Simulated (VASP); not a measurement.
CsLi2:

```xyz
3
Lattice="3.9663 0.0000 0.0000 -1.9832 3.4350 0.0000 0.0000 0.0000 10.0284" Properties=species:S:1:pos:R:3 pbc="T T T"
Cs    0.0000    0.0000    0.0000
Li    0.0000    2.2900    3.4962
Li    0.0000    2.2900    6.5322
```

The cell was built by a generator and needn't be a form met in nature.

- Program: VASP 6.6.1
- Task: relaxation of cell and atoms
- Functional: optB88-vdW
- Potentials or basis: VASP PAW PBE potentials, release 64 (Cs_sv, Li_sv)
- Cutoff: 600 eV
- k mesh: 8 × 8 × 3
- Occupations: fermi-dirac, width 0.05 eV
- Spin: no spin polarisation

At the start: pressure -0.2 GPa; volume 45.54 Å³/atom.

**Question.** Where does the relaxation end?

**Answer.** Over 8 steps the energy falls by 2.3 meV/atom and the volume is 42.73 Å³/atom (-6.2 %); space group P-6m2 (No. 187, to 0.05 Å).

Step by step:
```csv
step,energy change (eV),largest force (eV/Å),pressure (GPa),volume (Å³)
1,0.0000,0.0213,-0.25,136.63
2,-0.0021,0.0194,-0.21,135.24
3,-0.0059,0.0121,-0.08,131.12
4,-0.0015,0.0095,0.26,123.14
5,-0.0064,0.0081,-0.01,129.23
6,-0.0064,0.0076,-0.01,129.05
7,-0.0068,0.0064,0.00,128.72
8,-0.0070,0.0043,0.01,128.18
```

Final structure:
```
Cs Li
1.0
     3.87316   -0.00008    0.00000
    -1.93665    3.35422    0.00000
     0.00000    0.00000    9.86664
Cs Li
1 2
Direct
  0.00000 0.00000 0.00000
  0.33333 0.66667 0.34782
  0.33333 0.66667 0.65218
```

Caveat: the cutoff is under 1.25 times the usual one of these potentials, so pressure, stress and relaxed cells hold a basis-set (Pulay) error; the PAW data sets were made with another functional, which shifts forces and pressure a little.
